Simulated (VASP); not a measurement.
Runs of VASP 6.6.1 on ScCr. The structure is hexagonal, space group P6_3mc (No. 186). The conventional cell has a = 3.784 Å, b = 3.784 Å, c = 5.732 Å, α = 90.00°, β = 90.00°, γ = 120.00°. Sc (site symmetry 3m) is surrounded by 4 Cr at 2.26 to 2.27 Å. Cr (site symmetry 3m) has 4 Sc at 2.26 to 2.27 Å as nearest neighbours. The cell was built by a generator and needn't be a form met in nature.

| task | level | potentials or basis | spin | U | cell | smearing | other keys | gap on the mesh (eV) | pressure (GPa) | moment (μB) | largest force (eV/Å) |
| --- | --- | --- | --- | --- | --- | --- | --- | --- | --- | --- | --- |
| relaxation of the atoms | LDA | VASP PAW LDA potentials, release 64 (Sc_sv, Cr_pv) | collinear, ferromagnetic start | - | atoms relaxed | methfessel-paxton 0.2 eV | - | none | 11.0 | 5.29 | - |
| single point | PBE | VASP PAW PBE potentials, release 64 (Sc_sv, Cr_pv) | collinear, ferromagnetic start | - | as given | fermi-dirac 0.05 eV | - | none | (a) | 6.14 | 0.86 |
| atomic charges | r2SCAN+U | VASP PAW PBE potentials, release 64 (Sc_sv, Cr_pv) | collinear, ferromagnetic start | Cr d U = 5.3 eV, Sc d U = 3 eV | as given | methfessel-paxton 0.2 eV | - | none | 47.3 | 9.41 | 0.45 |
| single point | PBE+D4+U | VASP PAW PBE potentials, release 64 (Sc_sv, Cr_pv) | collinear, random start | Cr d U = 4.5 eV, Sc d U = 5 eV | as given | tetrahedron | LASPH = no; PREC = Normal | none | 43.0 | 7.92 | 0.76 |

Alike in all rows: k mesh 8 × 8 × 5; cutoff (eV) 520.

Task: Fill in the values left out.

Result: (a) 22.5.

Caveats: a pressure of tens of GPa on the cell as given is suspect, and the run, the potentials or the cell itself is likely at fault (some runs); the U is typed as a test and isn't derived for this compound (some runs); so large a pressure means that the cell lies far from this level's equilibrium, or that cutoff or potentials fall short (some runs); the PAW data sets were made with another functional, which shifts forces and pressure a little (some runs); pairwise dispersion overbinds metals, which lowers pressure and volume (some runs); tetrahedron occupations give inexact forces and stress in metals (some runs).

A gap of «none» marks a metal or a gap under the smearing width.
